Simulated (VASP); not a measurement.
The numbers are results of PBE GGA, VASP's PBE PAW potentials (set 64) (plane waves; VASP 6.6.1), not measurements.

VASP input:

### INCAR
```
ALGO=Fast
EDIFF=1E-5
EDIFFG=-0.03
ENCUT=400
GGA=PE
IBRION=2
ISIF=2
ISMEAR=0
LASPH=.True.
LCHARG=.False.
LMAXMIX=4
LREAL=.False.
LWAVE=.False.
NELM=100
NELMIN=4
NSW=20
PREC=Normal
SIGMA=0.05
SYSTEM=SnSe2
```

### POSCAR
```
SnSe2
1
    3.8791237452     0.0000000000     0.0000000000
   -1.9395618726     3.3594199308     0.0000000000
    0.0000000000     0.0000000000     6.8515277435
Sn Se
1 2
Direct
  0.0000000000   0.0000000000   0.0000000000
  0.3333330000   0.6666670000   0.2500000000
  0.6666670000   0.3333330000   0.7500000000
```

**KPOINTS**
```
Automatic mesh
0
Gamma
9 9 5
0 0 0
```

POTCAR, in this order: Sn_d Se (PBE.64 set). Program: vasp_std.

What VASP printed:

**OUTCAR**
```
 ion  position               nearest neighbor table
   1  0.000  0.000  0.000-   2 2.82   3 2.82   3 2.82   2 2.82   3 2.82   2 2.82
   2  0.333  0.667  0.250-   1 2.82   1 2.82   1 2.82
   3  0.667  0.333  0.750-   1 2.82   1 2.82   1 2.82
  LATTYP: Found a hexagonal cell.
 ALAT       =     3.8791237452
 C/A-ratio  =     1.7662565552
 Subroutine PRICEL returns:
 Original cell was already a primitive cell.
 Subroutine GETGRP returns: Found 12 space group operations
The static configuration has the point symmetry D_3d.
The dynamic configuration has the point symmetry D_3d.
 Subroutine INISYM returns: Found 12 space group operations
 Subroutine IBZKPT returns following result:
 Found     50 irreducible k-points:

 Following reciprocal coordinates:
            Coordinates               Weight
  0.000000  0.000000  0.000000      1.000000
  0.111111  0.000000  0.000000      6.000000
  0.222222 -0.000000  0.000000      6.000000
  0.333333  0.000000  0.000000      6.000000
  0.444444 -0.000000  0.000000      6.000000
  0.111111  0.111111  0.000000      6.000000
  0.222222  0.111111  0.000000     12.000000
...
```

### OSZICAR
```
       N       E                     dE             d eps       ncg     rms          rms(c)
DAV:   1     0.173457765157E+03    0.17346E+03   -0.10689E+04  1709   0.139E+03
DAV:   2     0.553778674294E+01   -0.16792E+03   -0.16523E+03  1938   0.333E+02
DAV:   3    -0.115096194392E+02   -0.17047E+02   -0.16534E+02  2142   0.108E+02
DAV:   4    -0.119943836901E+02   -0.48476E+00   -0.48426E+00  2052   0.200E+01
DAV:   5    -0.120067947241E+02   -0.12411E-01   -0.12410E-01  2494   0.313E+00    0.426E+00
RMM:   6    -0.117635146412E+02    0.24328E+00   -0.38165E-01  1861   0.519E+00    0.258E+00
RMM:   7    -0.117548086708E+02    0.87060E-02   -0.14036E-01  1742   0.209E+00    0.107E+00
RMM:   8    -0.117531527112E+02    0.16560E-02   -0.20918E-02  1922   0.145E+00    0.117E-01
RMM:   9    -0.117533780237E+02   -0.22531E-03   -0.41841E-03  1963   0.615E-01    0.778E-02
RMM:  10    -0.117534303417E+02   -0.52318E-04   -0.12193E-03  2015   0.387E-01    0.196E-02
RMM:  11    -0.117534585386E+02   -0.28197E-04   -0.29795E-04  2349   0.159E-01    0.229E-02
RMM:  12    -0.117534638721E+02   -0.53336E-05   -0.57672E-05  1618   0.656E-02
   1 F= -.11753464E+02 E0= -.11753463E+02  d E =-.117535E+02
       N       E                     dE             d eps       ncg     rms          rms(c)
DAV:   1    -0.118135895817E+02   -0.60131E-01   -0.38470E+00  1721   0.877E+00    0.625E-01
RMM:   2    -0.118262027617E+02   -0.12613E-01   -0.14903E-01  1794   0.203E+00    0.126E-01
RMM:   3    -0.118275126834E+02   -0.13099E-02   -0.15867E-02  1944   0.843E-01    0.892E-02
RMM:   4    -0.118276409695E+02   -0.12829E-03   -0.28868E-03  1969   0.379E-01    0.397E-02
RMM:   5    -0.118277073954E+02   -0.66426E-04   -0.73539E-04  1835   0.183E-01    0.359E-02
RMM:   6    -0.118277171859E+02   -0.97905E-05   -0.12806E-04  1811   0.837E-02    0.167E-02
RMM:   7    -0.118277193665E+02   -0.21806E-05   -0.22076E-05  1234   0.341E-02
   2 F= -.11827719E+02 E0= -.11827719E+02  d E =-.742555E-01
       N       E                     dE             d eps       ncg     rms          rms(c)
DAV:   1    -0.118299608482E+02   -0.22437E-02   -0.11386E+01  1704   0.151E+01    0.123E+00
RMM:   2    -0.118680333311E+02   -0.38072E-01   -0.45253E-01  1780   0.353E+00    0.233E-01
RMM:   3    -0.118722841780E+02   -0.42508E-02   -0.49959E-02  1931   0.150E+00    0.169E-01
RMM:   4    -0.118726144165E+02   -0.33024E-03   -0.89745E-03  1959   0.668E-01    0.775E-02
RMM:   5    -0.118728065111E+02   -0.19209E-03   -0.21894E-03  1973   0.326E-01    0.566E-02
RMM:   6    -0.118728395705E+02   -0.33059E-04   -0.41921E-04  1956   0.148E-01    0.333E-02
RMM:   7    -0.118728445023E+02   -0.49318E-05   -0.57449E-05  1500   0.544E-02
   3 F= -.11872845E+02 E0= -.11872845E+02  d E =-.119381E+00
       N       E                     dE             d eps       ncg     rms          rms(c)
DAV:   1    -0.118729673678E+02   -0.12780E-03   -0.11701E-01  2025   0.154E+00    0.887E-02
RMM:   2    -0.118733152859E+02   -0.34792E-03   -0.42014E-03  1648   0.341E-01    0.263E-02
RMM:   3    -0.118733516310E+02   -0.36345E-04   -0.43274E-04  1675   0.140E-01    0.196E-02
RMM:   4    -0.118733521360E+02   -0.50498E-06   -0.76018E-05  1685   0.631E-02
   4 F= -.11873352E+02 E0= -.11873352E+02  d E =-.119888E+00
```

OUTCAR:
```
------------------------ aborting loop because EDIFF is reached ----------------------------------------
  FORCE on cell =-STRESS in cart. coord.  units (eV):
  Direction    XX          YY          ZZ          XY          YZ          ZX
  --------------------------------------------------------------------------------------
  Total       -0.1075951     -0.1075951      0.0016070      0.0000000      0.0000000     -0.0000000
  in kB       -1.9307126     -1.9307129      0.0288356      0.0000000      0.0000000     -0.0000000
  external PRESSURE =      -1.2775299 kB  Pullay stress =       0.0000000 kB
  volume of cell :       89.29
      direct lattice vectors                 reciprocal lattice vectors
     3.879123745  0.000000000  0.000000000     0.257790178  0.148835219  0.000000000
    -1.939561873  3.359419931  0.000000000     0.000000000  0.297670437  0.000000000
     0.000000000  0.000000000  6.851527744     0.000000000  0.000000000  0.145952850
 POSITION                                       TOTAL-FORCE (eV/Angst)
 -----------------------------------------------------------------------------------
      0.00000      0.00000      0.00000         0.000000      0.000000      0.000000
     -0.00000      2.23961      1.59381        -0.000000     -0.000000     -0.004872
      1.93956      1.11981      5.25771         0.000000      0.000000      0.004872
 -----------------------------------------------------------------------------------
    total drift:                               -0.000000     -0.000000      0.000000
  FREE ENERGIE OF THE ION-ELECTRON SYSTEM (eV)
  ---------------------------------------------------
  free  energy   TOTEN  =       -11.8733521360 eV

  energy  without entropy=      -11.8733521360  energy(sigma->0) =      -11.87335214

 reached required accuracy - stopping structural energy minimisation
```
(Selected blocks of OUTCAR.)

**CONTCAR**
```
SnSe2
   1.00000000000000
     3.8791237451999998    0.0000000000000000    0.0000000000000000
    -1.9395618725999999    3.3594199308000001    0.0000000000000000
     0.0000000000000000    0.0000000000000000    6.8515277435000002
  Sn              Se
     1     2
Direct
     0.0000000000000000    0.0000000000000000    0.0000000000000000
     0.3333330000000032    0.6666669999999968    0.2326216973294311
     0.6666669999999968    0.3333330000000032    0.7673783026705689
```

Without a dispersion term in the relaxation, distances and binding between the weakly bound layers, chains or molecules are unreliable, and so is what depends on them.

The compound is SnSe2 in the 1T layered structure. This run relaxes the ions in a fixed cell. Symmetry was kept, so distortions that lower it aren't found.
